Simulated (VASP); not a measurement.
VASP ran on this input.

**POSCAR**
```
RhS
1
    0.0000000000     2.8521100000     2.8521100000
    2.8521100000     0.0000000000     2.8521100000
    2.8521100000     2.8521100000     0.0000000000
Rh S
1 1
Direct
  0.0000000000   0.0000000000   0.0000000000
  0.2500000000   0.2500000000   0.2500000000
```

### KPOINTS
```
Automatic mesh
0
Gamma
10 10 10
0 0 0
```

**INCAR**
```
ALGO = Normal
EDIFF = 1E-6
EDIFFG = -0.01
ENCUT = 400
GGA = PS
IBRION = 2
ISIF = 3
ISMEAR = 1
LASPH = T
LCHARG = F
LMAXMIX = 4
LREAL = F
LWAVE = F
NELM = 100
NSW = 60
PREC = Accurate
SIGMA = 0.1
SYSTEM = RhS
```

POTCAR, in this order: Rh_pv S (PBE.64 set). Program: vasp_std.

**Question.** Translate this PBEsol calculation to Quantum ESPRESSO's pw.x.

**Answer.** One equivalent input (not run):
```
&CONTROL
  calculation = 'vc-relax'
  pseudo_dir = './pseudo'
  outdir = './out'
  tprnfor = .true.
  tstress = .true.
  nstep = 60
  forc_conv_thr = 0.00039
/
&SYSTEM
  ibrav = 0
  nat = 2
  ntyp = 2
  ecutwfc = 88
  occupations = 'smearing'
  smearing = 'methfessel-paxton'
  degauss = 0.00735
  input_dft = 'pbesol'
/
&ELECTRONS
  conv_thr = 7.3e-08
  electron_maxstep = 100
/
&IONS
/
&CELL
/
ATOMIC_SPECIES
  Rh 102.906 Rh.upf
  S 32.060 S.upf
CELL_PARAMETERS angstrom
     0.0000000    2.8521100    2.8521100
     2.8521100    0.0000000    2.8521100
     2.8521100    2.8521100    0.0000000
ATOMIC_POSITIONS crystal
  Rh   0.0000000  0.0000000  0.0000000
  S    0.2500000  0.2500000  0.2500000
K_POINTS automatic
  10 10 10 0 0 0
```
Limits of the translation: the potentials are each code's own (VASP's PAW set, PseudoDojo norm-conserving files in pw.x), so ENCUT and ecutwfc are chosen apart and not converted; conv_thr bounds pw.x's estimated SCF error, while EDIFF bounds the energy change between steps; forc_conv_thr acts on force components and is met together with etot_conv_thr.

The structure was generated: RhS was put into the zinc blende type (F-43m), which need not be its known phase. This run relaxes it. Symmetry was kept, so distortions that lower it aren't found.
